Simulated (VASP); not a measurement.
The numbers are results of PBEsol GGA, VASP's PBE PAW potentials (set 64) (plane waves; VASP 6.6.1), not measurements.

VASP input:

### INCAR
```
! general
SYSTEM   =  ZrC
PREC     =  Accurate
ENCUT    =  620
LREAL    =  F
LASPH    =  T

! electronic loop
EDIFF    =  1E-6
NELM     =  100
ALGO     =  Normal
LMAXMIX  =  4

! smearing
ISMEAR   =  1
SIGMA    =  0.1

! functional
GGA      =  PS

! ions
IBRION   =  2
NSW      =  40
ISIF     =  3
EDIFFG   =  -0.02
PSTRESS  =  50

! output
LWAVE    =  F
LCHARG   =  F
```

**POSCAR**
```
ZrC
1
    0.0000000000     2.3360033741     2.3360033741
    2.3360033741     0.0000000000     2.3360033741
    2.3360033741     2.3360033741     0.0000000000
Zr C
1 1
Direct
  0.0000000000   0.0000000000   0.0000000000
  0.5000000000   0.5000000000   0.5000000000
```

File KPOINTS:
```
Automatic mesh
0
Gamma
13 13 13
```

POTCAR, in this order: Zr_sv C (PBE.64 set). Program: vasp_std.

Energy and stress use the plane-wave basis of the starting cell.

Question: What does the run give for the energy per atom (σ→0), volume per atom, band gap (on the k-mesh)?

Answer: 
| Quantity | Value |
|---|---|
| energy per atom (σ→0) | -10.283 eV/atom |
| band gap (on the k-mesh) | none (metal, semimetal or under 0.01 eV) |
| volume per atom | 12.49 Å³/atom |

**OSZICAR**
```
...
DAV:   3    -0.205604886013E+02    0.26768E-01   -0.12648E-01  2764   0.312E+00    0.521E-01
DAV:   4    -0.205635146914E+02   -0.30261E-02   -0.41255E-03  2640   0.567E-01    0.360E-01
DAV:   5    -0.205663075417E+02   -0.27929E-02   -0.63760E-03  3268   0.440E-01    0.714E-02
DAV:   6    -0.205663265139E+02   -0.18972E-04   -0.32747E-05  2256   0.614E-02    0.475E-02
DAV:   7    -0.205663405162E+02   -0.14002E-04   -0.30397E-05  2788   0.692E-02    0.102E-02
DAV:   8    -0.205663415806E+02   -0.10644E-05   -0.23480E-06  1844   0.148E-02    0.216E-03
DAV:   9    -0.205663412735E+02    0.30706E-06   -0.22760E-07  1092   0.631E-03
   3 F= -.19786978E+02 E0= -.19786919E+02  d E =-.861319E-02
```

The compound is ZrC in the rock salt structure. This run relaxes it under an external pressure of 5 GPa. Symmetry was kept, so distortions that lower it aren't found.
